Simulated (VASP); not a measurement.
A run of VASP 6.6.1 is set up as follows.

File INCAR:

```
PREC = Accurate
ENCUT = 520
EDIFF = 1E-7
ISMEAR = 0
SIGMA = 0.02
LREAL = F
LASPH = T
NELM = 60
ALGO = Fast
ISIF = 3
LWAVE = F
LCHARG = F
GGA = PE
IBRION = 2
NSW = 80
EDIFFG = -0.002
```

Contents of KPOINTS:

```
regular mesh
0
Gamma
  10 10 10
```

The input POSCAR:

```
GaP
1.0
    0.0000000000      2.7252500000      2.7252500000
    2.7252500000      0.0000000000      2.7252500000
    2.7252500000      2.7252500000      0.0000000000
Ga P
1 1
Direct
    0.0000000000      0.0000000000      0.0000000000
    0.2500000000      0.2500000000      0.2500000000
```

Potentials or basis: VASP PAW PBE potentials, release 64 (Ga, P).

Run with:

```sh
$ cat potpaw_PBE.64/Ga/POTCAR potpaw_PBE.64/P/POTCAR > POTCAR
$ mpirun -np 1 vasp_std > vasp.out
```

Question: What does it give for the relaxed cell?

Answer: a = 3.913 Å, b = 3.913 Å, c = 3.913 Å, α = 60.00°, β = 60.00°, γ = 60.00°.

Question: Estimate the band gap on the k mesh.

Answer: 1.52 eV, direct.

The path:
```tsv
step	energy change (eV)	largest force (eV/Å)	pressure (GPa)	volume (Å³)
1	0.0000	0.0000	3.97	40.48
2	-0.0153	0.0000	-1.95	43.49
3	-0.0224	0.0000	0.00	42.36
```

A k mesh can miss the band edges. Zero-point motion and thermal expansion aren't in these numbers.
